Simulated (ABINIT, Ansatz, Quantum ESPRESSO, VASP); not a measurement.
## Code comparison for SrNiF₆ (R-3m, 8 atoms in the cell)

Self-consistent single point.

```yaml
crystal:
  lattice:
    - [3.63099, 2.09635, 2.25259]
    - [-3.63099, 2.09635, 2.25259]
    - [0.00000, -4.19270, 2.25259]
  atoms:
    - { symbol: Sr, position: [0.50000, 0.50000, 0.50000] }
    - { symbol: Ni, position: [0.00000, 0.00000, 0.00000] }
    - { symbol: F, position: [0.72210, 0.72210, 0.06795] }
    - { symbol: F, position: [0.27790, 0.27790, 0.93205] }
    - { symbol: F, position: [0.06795, 0.72210, 0.72210] }
    - { symbol: F, position: [0.93205, 0.27790, 0.27790] }
    - { symbol: F, position: [0.72210, 0.06795, 0.72210] }
    - { symbol: F, position: [0.27790, 0.93205, 0.27790] }
```

All programs got the same cell, k-point mesh and kind of occupations (some realise fixed ones as a very narrow smearing) (in Ansatz's words: kpoints.mp_grid.grid = 5 5 5; scf.occupations.method = fixed); potentials, basis and cutoffs are each program's usual ones.

```json
[
 {"code": "Ansatz", "model": "PBEsol, PAW files made with PBE", "pressure (GPa)": "-6.57", "largest force (eV/Å)": "0.626", "gap on the mesh (eV)": "1.196", "cutoff": "420 eV"},
 {"code": "VASP", "model": "PBEsol, VASP's PBE PAW potentials (set 64)", "pressure (GPa)": "-16.73", "largest force (eV/Å)": "0.554", "gap on the mesh (eV)": "1.142", "cutoff": "400 eV"},
 {"code": "Quantum ESPRESSO", "model": "PBEsol, PSlibrary ultrasoft (PBE) pseudopotentials", "pressure (GPa)": "-5.84", "largest force (eV/Å)": "0.491", "gap on the mesh (eV)": "1.251", "cutoff": "55 Ry"},
 {"code": "ABINIT", "model": "PBEsol, norm-conserving pseudopotentials (PseudoDojo nc-sr-04 PBEsol standard)", "pressure (GPa)": "-6.26", "largest force (eV/Å)": "0.627", "gap on the mesh (eV)": "1.075", "cutoff": "49 Ha"}
]
```

Gaps are read on the mesh.

The spread over the programs that give each value: pressure within 10.89 GPa; largest force within 0.136 eV/Å; gap on the mesh within 0.176 eV.

The starting cell comes from a database of computed structures (which also holds hypothetical and non-ambient phases and stackings), without a prior relaxation at this level. Its lattice was rescaled by a random factor within 2.5 % of one. On Ansatz's run: In the base run, with a pressure of about -6 GPa the cell is away from its equilibrium volume at this level.

Question: Why do the programs differ, and what cannot be compared?

Answer: Differences of this kind can come from the potentials, where these differ, and from what each basis and cutoff leave unconverged. The valence holds different numbers of electrons (Ansatz (a first-principles code) 70, VASP 62, Quantum ESPRESSO 62, ABINIT 70). The zero of total energies and Fermi levels follows the potentials and each program's conventions, so they are not compared here. Ansatz's pressure is given at a fixed set of plane waves, as the other plane-wave codes print theirs; with its correction for the finite basis it is -6.11 GPa (the shift of 0.46 GPa shows how far the cutoff is from converged). In the pressure, VASP (by 10.32) lies more than 1 GPa from the median of the plane-wave programs. In the force vectors, Quantum ESPRESSO (by 0.101) lies more than 0.08 eV/Å from the median of the plane-wave programs.

VASP's run is marked for a possible Pulay error in its stress at this cutoff; no cutoff test was made.

VASP ran the fixed occupations as a Gaussian smearing of 0.01 eV.

Left out of this page: GPAW, CP2K, FLEUR and SIESTA (not drawn, or without a comparable value).

Keys are those of Ansatz 0.2.
